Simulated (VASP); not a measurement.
```xyz
2
Lattice="0.0000 2.5825 2.5825 2.5825 0.0000 2.5825 2.5825 2.5825 0.0000" Properties=species:S:1:pos:R:3 pbc="T T T"
Li     2.5825     2.5825     0.0000
Cl     2.5825     2.5825     2.5825
```

Calculation: revTPSS meta-GGA, VASP's PBE PAW potentials (set 64) (plane waves; VASP). Run with 520 eV cut-off, 9×9×9 Γ-centred mesh, Gaussian smearing of 0.050 eV, potentials Li_sv Cl.

What does the run give for the energy per atom (σ→0), pressure, band gap (on the k-mesh) with the smallest direct gap where there is one?

```json
{
 "band gap (on the k-mesh)": "6.44 eV",
 "smallest direct gap (on the k-mesh)": "6.44 eV",
 "energy per atom (σ→0)": "-4.630 eV/atom",
 "pressure": "-1.80 GPa"
}
```

Only differences to runs with the same potentials and settings are physical.

The compound is LiCl in the rock salt structure. This cell is one point of a volume scan, at 1.06 of the reference volume.
